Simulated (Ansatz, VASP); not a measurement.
# Se (Selenium) in two plane-wave programs, part 2 of 2

Wanted: the spread between two codes on one cell, functional and k mesh. The cell is taken from a series of runs on this material, whose earlier steps may have relaxed, scaled, displaced or heated it; both programs get it as it stands.

VASP 6.6.1 and Ansatz 0.2.0.

So far. Step 2 (VASP: single point, HSE06): The run ends at a pressure of -1.96 GPa, with forces up to 0.57 eV/Å.

### Step 3. Ansatz: single point, HSE06

Level of this step: Ansatz beside VASP: Kohn-Sham DFT, plane waves, HSE06 (Ansatz).

Ansatz runs on its PAW soft_1 files.

The same cell, functional and mesh now go to Ansatz, which takes its cutoff from its data sets.

The input, input.yaml:

```yaml
crystal:
  lattice:
    - [4.453524, 0.0, 0.0]
    - [-2.226762, 3.8568649204, 0.0]
    - [0.0, 0.0, 5.052672]
  atoms:
    - { symbol: Se, position: [0.2226665723, 0.0, 0.3333333333] }
    - { symbol: Se, position: [0.0, 0.2226665723, 0.6666666667] }
    - { symbol: Se, position: [0.7773334277, 0.7773334277, 0.0] }
kpoints:
  mp_grid: { grid: [6, 6, 4] }
  band_path:
    path:
      - [0.0, 0.0, 0.0]
      - [0.5, 0.0, 0.0]
      - [0.33333333, 0.33333333, 0.0]
      - [0.0, 0.0, 0.5]
      - [0.5, 0.0, 0.5]
      - [0.33333333, 0.33333333, 0.5]
      - [0.349999997, 0.299999997, 0.5]
    npoints: 1
hamiltonian:
  xc: hse06
  pseudopotentials: { kind: paw, azcp: { folder: soft_1 } }
scf:
  occupations: { method: fixed }
  n_extra_bands: 5
output:
  eigenvalues: true
```

Run with:

```sh
ansatz run input.yaml --threads 3 --pin off --max-ram 92160MiB --backend cuda --events-out ev --progress --plain --runs-dir out --devices 1 --max-vram 13GiB
```

Numbers of over 12 decimals in the logs are rounded to 6 here.

The program printed:

```text
scf.n_extra_bands = 5 over 24 filled bands (N_el = 48.0): the run solves 29 bands
GPUs: using 1 of 1 available (devices: 1).
Engine: ansatz 0.2.0, x86_64-unknown-linux-gnu
Pseudopotentials: kind: paw
Pseudopotential: Se, paw, valence charge 16, recommended cutoff 420 eV (normal), soft_1/Se.paw.azcp
Functional definition: HSE06
  parameter a = 0.25
  parameter omega = 0.11/bohr
  exchange = pbe_x - a*pbe_x_sr(omega) + a*exact_x_sr(omega)
  correlation = pbe_c
davidson cushion auto → on  (no smearing: the cushion is to keep the highest requested band from converging to the state above it; pin scf.eigensolver.cushion to override)
device memory: the entry about to start is reckoned to put 1.0 GiB on a device that reports 59.1 GiB free (of which the cap on the GPU budget leaves the run 13.0 GiB)
GPU FFT provider: cuFFT
GPU libraries: cuBLAS 13.8.2, cuFFT 12.4.0, cuSOLVER 12.3.4
Crystal: 3 atoms, lattice volume = 86.788 Å³
Basis set: ecut = 420 eV, 1703 PW (Γ)
Bands: 29, of which v1, the nominal top of the filled ones, is band 24 counted from 1 (23 counted from 0)
Symmetry: 6 space group operations
Space group: P3121 (ITA 152), of the structure as read, at distance tolerance 4.4e-5 Å
k-points: 24 of 144 (time reversal used)
Non-local potential: Se, projectors of the file, l = 0: 2, l = 1: 2, l = 2: 3, l = 3: 1
PAW form: soft (Blöchl's): semilocal exchange-correlation on the pseudo side does not see the compensation charge
PAW frozen core: Se, regenerated for the run's functional, and the local potential with it (the file was generated under x = pbe(κ = 0.804, μ = 0.219515), c = pbe(β = 0.066725))
PAW one-centre angular grid: Se, 590 points (default); XC on 64 Gauss nodes
Initial density: superposition of atomic densities (chi_scale 0.1, normalization cell)
Initial wavefunctions: pseudopotential atomic-orbital guess
GPU buffer pool allocated for 32400 grid points (all kernels)
GPU transforms: local potential and band sums: pruned to the plane-wave sphere, on 30×30×36
Functional: x = pbe(κ = 0.804, μ = 0.219515), c = pbe(β = 0.066725), warm-up for x = pbe(κ = 0.804, μ = 0.219515) + 0.25 (exact − pbe) at short range (hse, ω = 0.207870 Å⁻¹), c = pbe(β = 0.066725); HSE06 as pw.x's `hse` composes it (authors' and Libxc's form: `xc: wpbeh`)
iter 1 solved again at ethr=9.05e-4 eV; its pass at ethr=1.00e-1 eV (dr2=4.34e-1 eV) is discarded
SCF iter   1: F=—  HF=-16407.343325 eV  |F-HF|=—  |Δ(HF+E_count)|=         —  Δρ=2.74e-2  dr2=4.04e-1  ethr=9.05e-4  ⟨swp⟩=5.8  Hψ=4073  notcnv=0
preconditioner: auto → none  [insulator: Δε(μ)=1.073 eV  Ē_g=10.249 eV  n_scr=20 (ndim 8)  ℏωp=16.9 eV  f_vac=0.089]
SCF iter   2: F=—  HF=-16407.272445 eV  |F-HF|=—  |Δ(HF+E_count)|=   7.09e-2  Δρ=1.21e-2  dr2=7.55e-2  ethr=8.43e-4  ⟨swp⟩=2.0  Hψ=1536  notcnv=0
iter 3 solved again at ethr=3.38e-6 eV; its pass at ethr=1.57e-4 eV (dr2=1.62e-3 eV) is discarded
SCF iter   3: F=—  HF=-16407.266951 eV  |F-HF|=—  |Δ(HF+E_count)|=   5.49e-3  Δρ=1.52e-3  dr2=1.57e-3  ethr=3.38e-6  ⟨swp⟩=4.0  Hψ=3694  notcnv=0
SCF iter   4: F=—  HF=-16407.266696 eV  |F-HF|=—  |Δ(HF+E_count)|=   2.54e-4  Δρ=5.28e-4  dr2=1.37e-4  ethr=3.27e-6  ⟨swp⟩=4.0  Hψ=1863  notcnv=0
SCF iter   5: F=-16407.266719 eV  HF=-16407.266730 eV  |F-HF|=1.03e-5  |Δ(HF+E_count)|=   3.34e-5  Δρ=1.15e-4  dr2=9.44e-6  ethr=2.86e-7  ⟨swp⟩=3.2  Hψ=1960  notcnv=0
SCF 1 stopped early in 5 iterations: F = -16407.266719 eV  dr2 = 9.44e-6
  greatest PAW one-centre occupation: 1.000 electrons in one spin orbital (limit 2), on the Se atom at site 1 (counted from 0), in its partial waves of l = 2
device memory: the entry about to start is reckoned to put 1.6 GiB (of the 1.7 GiB reckoned in all, the device holds 0.1 GiB already) on a device that reports 58.6 GiB free (of which the cap on the GPU budget leaves the run 12.9 GiB)
GPU FFT provider: cuFFT
GPU libraries: cuBLAS 13.8.2, cuFFT 12.4.0, cuSOLVER 12.3.4
Initial density: handed on by an earlier stage of this run
Initial wavefunctions: those handed on with the density
GPU buffer pool allocated for 32400 grid points (all kernels)
GPU transforms: local potential and band sums: pruned to the plane-wave sphere, on 30×30×36
Functional: x = pbe(κ = 0.804, μ = 0.219515) + 0.25 (exact − pbe) at short range (hse, ω = 0.207870 Å⁻¹), c = pbe(β = 0.066725); HSE06 as pw.x's `hse` composes it (authors' and Libxc's form: `xc: wpbeh`)
Exchange kernel: α = 0.2500, screened, ω = 0.2079 Å⁻¹, Wigner–Seitz truncation, v(0) = 1046.4302 eV·Å³, q-mesh 6×6×4, nearest image of the exchange supercell L = 20.21 Å, pair-density grid 18×18×24, without the augmentation charges, whose exchange is taken in its separable form by FFT convolution over the k-point mesh (sized by the pseudopotential files, 27×27×36 at the most), smooth part of the exact exchange by density-matrix convolution in up to 3.96 GiB of GPU memory as planned if the GPU has room (build and FFT work areas not counted)
Frozen-core exchange: fock
SCF iter   1: F=—  HF=-16411.432616 eV  |F-HF|=—  |Δ(HF+E_count)|=         —  Δρ=5.06e-3  dr2=1.27e-2  ethr=1.97e-7  ⟨swp⟩=8.2  Hψ=3827  notcnv=0
preconditioner: auto → none  [insulator: Δε(μ)=1.659 eV  Ē_g=11.611 eV  n_scr=20 (ndim 8)  ℏωp=16.9 eV  f_vac=0.118]
SCF iter   2: F=—  HF=-16411.418154 eV  |F-HF|=—  |Δ(HF+E_count)|=   1.45e-2  Δρ=1.75e-3  dr2=2.48e-3  ethr=1.97e-7  ⟨swp⟩=5.0  Hψ=3024  notcnv=0
SCF iter   3: F=—  HF=-16411.417642 eV  |F-HF|=—  |Δ(HF+E_count)|=   5.12e-4  Δρ=4.35e-4  dr2=1.86e-3  ethr=1.97e-7  ⟨swp⟩=3.7  Hψ=2258  notcnv=0
SCF iter   4: F=—  HF=-16411.432781 eV  |F-HF|=—  |Δ(HF+E_count)|=   1.51e-2  Δρ=7.89e-4  dr2=3.60e-4  ethr=1.09e-7  ⟨swp⟩=4.0  Hψ=2928  notcnv=0
SCF iter   5: F=—  HF=-16411.432639 eV  |F-HF|=—  |Δ(HF+E_count)|=   1.41e-4  Δρ=6.61e-5  dr2=5.08e-5  ethr=1.09e-7  ⟨swp⟩=3.0  Hψ=2232  notcnv=0
SCF iter   6: F=-16411.432957 eV  HF=-16411.432963 eV  |F-HF|=5.60e-6  |Δ(HF+E_count)|=   3.23e-4  Δρ=1.44e-4  dr2=1.36e-5  ethr=3.77e-9  ⟨swp⟩=4.3  Hψ=2935  notcnv=0
SCF 2 stopped early in 6 iterations: F = -16411.432957 eV  dr2 = 1.36e-5
hybrid outer 1: dexx = +1.768e-2 eV, tail = 4.07e-4 eV
GPU FFT provider: cuFFT
GPU libraries: cuBLAS 13.8.2, cuFFT 12.4.0, cuSOLVER 12.3.4
GPU buffer pool allocated for 32400 grid points (all kernels)
GPU transforms: local potential and band sums: pruned to the plane-wave sphere, on 30×30×36
Exchange kernel: α = 0.2500, screened, ω = 0.2079 Å⁻¹, Wigner–Seitz truncation, v(0) = 1046.4302 eV·Å³, q-mesh 6×6×4, nearest image of the exchange supercell L = 20.21 Å, pair-density grid 18×18×24, without the augmentation charges, whose exchange is taken in its separable form by FFT convolution over the k-point mesh (sized by the pseudopotential files, 27×27×36 at the most), smooth part of the exact exchange by density-matrix convolution in up to 3.96 GiB of GPU memory as planned if the GPU has room (build and FFT work areas not counted)
Frozen-core exchange: fock
SCF iter   1: F=—  HF=-16411.433463 eV  |F-HF|=—  |Δ(HF+E_count)|=         —  Δρ=7.17e-5  dr2=2.34e-6  ethr=4.24e-6  ⟨swp⟩=2.0  Hψ=1537  notcnv=0
preconditioner: auto → none  [insulator: Δε(μ)=1.719 eV  Ē_g=11.640 eV  n_scr=20 (ndim 8)  ℏωp=16.9 eV  f_vac=0.122]
SCF iter   2: F=—  HF=-16411.433466 eV  |F-HF|=—  |Δ(HF+E_count)|=   2.89e-6  Δρ=2.88e-5  dr2=4.65e-7  ethr=4.48e-9  ⟨swp⟩=4.0  Hψ=2879  notcnv=0
SCF iter   3: F=—  HF=-16411.433466 eV  |F-HF|=—  |Δ(HF+E_count)|=   9.15e-8  Δρ=1.23e-5  dr2=2.64e-7  ethr=5.63e-10  ⟨swp⟩=3.2  Hψ=2238  notcnv=0
SCF iter   4: F=—  HF=-16411.433467 eV  |F-HF|=—  |Δ(HF+E_count)|=   9.44e-7  Δρ=6.07e-6  dr2=1.46e-8  ethr=1.71e-10  ⟨swp⟩=4.7  Hψ=2253  notcnv=0  defer=3
SCF iter   5: F=-16411.433467 eV  HF=-16411.433467 eV  |F-HF|=3.91e-8  |Δ(HF+E_count)|=   2.13e-8  Δρ=3.60e-6  dr2=6.70e-9  ethr=2.64e-11  ⟨swp⟩=4.0  Hψ=2024  notcnv=0
SCF 3 converged in 5 iterations: F = -16411.433467 eV  dr2 = 6.70e-9
  greatest PAW one-centre occupation: 1.000 electrons in one spin orbital (limit 2), on the Se atom at site 0 (counted from 0), in its partial waves of l = 2
hybrid outer 2: dexx = +1.473e-6 eV, tail = 2.19e-7 eV, Δε = 4.43e-3 eV (about 3.09e-4 eV left of the loop's levels)
device memory: the entry about to start is reckoned to put 0.5 GiB on a device that reports 46.3 GiB free (of which the cap on the GPU budget leaves the run 13.0 GiB)
NSCF: frozen V_eff on 7 k-points
hybrid SCF converged: 2 outer / 11 inner (+5 warm-up), last move |dexx| = 1.47e-6 eV, tail = 2.19e-7 eV
Stability not checked: this state was not tested for a lower state beside it, because the functional holds exact exchange (a hybrid, or Hartree-Fock), whose exchange loop this test does not read (fock_operator; see scf.lower_state_search)
Free energy (F): -16411.433467 eV
Frozen-core exchange: fock
Harris-Foulkes:  -16411.433467 eV  (|F-HF|=3.91e-8)
Internal energy: -16411.433467 eV  (E = F + TS)
E sigma→0 (E₀):  -16411.433467 eV
Fermi energy:    5.226609 eV
--- Per-component energies (eV) ---
  E_band       = -1425.230086
  E_kinetic    = 325.032713
  E_local      = -8603.023870  (includes V_loc(G=0)·N_el)
  E_nonlocal   = -1064.561781
  E_hartree    = 4447.251473
  E_xc         = -204.597515
  E_vxc        = -215.195390  (∫ρ·V_xc dr)
  E_exx        = -203.959961  (= α·E_x^exact, valence–valence)
  E_paw        = -6233.365232  (= ΣΔE_a)
  E_vpaw       = -354.059941  (= ΣTr[D̂ρ^β])
  E_aug_tail   = -0.001157  (compensation charges beyond the density's cutoff)
  E_ewald      = -4870.995224
  E_core_change = -3.212914  (= ΣΔE_core)
  E_smearing   = -0.000000  (= −TS)
  E_closure    = 0.000000  (closes the sum)
  Σ components = -16411.433467   (vs F -16411.433467, Δ=0.00e0)
--- Band table (eV; the first three rows and the last of 24) ---
  k-point 0: bands = [... 20 lower, 1.4830, 3.0580, 3.0580, 4.7121, 7.9307, 7.9307, 8.3099, 12.0991, ... 1 higher]
  k-point 1: bands = [... 20 lower, 1.6288, 3.2156, 3.5283, 4.3010, 7.5237, 7.5430, 7.8119, 12.9906, ... 1 higher]
  k-point 2: bands = [... 20 lower, 1.7753, 3.6311, 3.6311, 3.9824, 7.2696, 7.2892, 7.2892, 12.5229, ... 1 higher]
  k-point 23: bands = [... 20 lower, 0.1793, 4.1396, 4.9749, 4.9749, 6.9462, 8.7986, 8.7986, 12.7892, ... 1 higher]
```

### Step 4. Side by side

Known differences besides the potentials themselves: exact exchange at q = 0 is treated differently, which shows on coarse meshes; VASP keeps PBE cores, Ansatz makes them for the functional; fixed occupations in Ansatz, narrow Gaussian smearing in VASP; the data sets hold 48 valence electrons in Ansatz (on its PAW soft_1 files) and 18 in VASP; the cutoff is 420 eV in Ansatz and 400 eV in VASP; VASP takes a coarser grid for exact exchange (PRECFOCK = Fast). Total energies have different zeros and are not compared.

The two programs side by side:

| quantity | Ansatz | VASP | difference |
| --- | --- | --- | --- |
| gap on the k mesh (eV) | 1.720 | 1.712 | +0.008 |

A gap on the mesh is an upper bound, since the band edges may lie between its points.

### Step 5. Outcome

```yaml
difference_in_gap_on_the_k_mesh_single_point_hse06: 0.0079 eV
```

What this shows: The difference in gap on the k mesh is 0.0079 eV (single point, HSE06), within the 0.08 eV picked in this series as the mark of a large difference. The data sets hold unlike numbers of valence electrons (48 in Ansatz and 18 in VASP), so part of the differences comes from the potentials. How closely two codes agree says nothing of how well the functional describes the real material.

[Lines on the potential files, build, host, timing and source positions are cut from VASP's logs without a mark.]

[Logs are printed without paths, hosts, clocks, repeated set-up lines and the standing remarks that a program may print on its own settings, such as how far it seeks lower states.]

[Hosts, paths, dates, database ids (printed as entryN), source tags and the programs' standing remarks are cut or masked in the printed files.]
